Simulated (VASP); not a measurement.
The input files of a VASP run:

**POSCAR**
```
YN
1
   -0.0000000000     2.6334296238     2.6334296238
    2.6334296238     0.0000000000     2.6334296238
    2.6334296238     2.6334296238    -0.0000000000
N Y
1 1
Direct
  0.2500000000   0.2500000000   0.2500000000
  0.0000000000   0.0000000000   0.0000000000
```

File KPOINTS:
```
Automatic mesh
0
Gamma
8 8 8
0 0 0
```

**INCAR**
```
SYSTEM = YN
PREC = Accurate
ENCUT = 520
EDIFF = 1E-6
NELM = 100
ALGO = Normal
LREAL = .FALSE.
LASPH = .TRUE.
ISMEAR = 0
SIGMA = 0.05
METAGGA = R2SCAN
LMIXTAU = .TRUE.
LMAXMIX = 4
LWAVE = .FALSE.
LCHARG = .FALSE.
IBRION = 2
ISIF = 3
NSW = 60
EDIFFG = -0.01
```

POTCAR, in this order: N Y_sv (PBE.64 set). Program: vasp_std.

Task: Write an equivalent input for Ansatz.

Result: One equivalent input (not run):
Ansatz 0.2 input:
```yaml
crystal:
  lattice:
    - [0.0000000, 2.6334296, 2.6334296]
    - [2.6334296, 0.0000000, 2.6334296]
    - [2.6334296, 2.6334296, 0.0000000]
  atoms:
    - { symbol: N, position: [0.2500000, 0.2500000, 0.2500000] }
    - { symbol: Y, position: [0.0000000, 0.0000000, 0.0000000] }
kpoints:
  mp_grid: { grid: [8, 8, 8] }
hamiltonian:
  xc: r2scan
  pseudopotentials: { kind: paw }
scf:
  occupations: { method: gaussian, width: 0.05 }
  max_iter: 100
relax:
  max_steps: 60
  f_tol: 0.01
  cell: {}
output: { forces: true, stress: true, eigenvalues: true }
```
What does not carry over: each code has its own PAW files, so the cut-off isn't converted (ENCUT is set for VASP's; basis.ecutwfc is left out, and Ansatz then takes the one that its files recommend); Ansatz stops its SCF on the density residual and VASP on the energy change (EDIFF).

The structure was generated: YN was put into the zincblende type (F-43m), which need not be its known phase. It was relaxed first. The start is the result of an earlier pass.
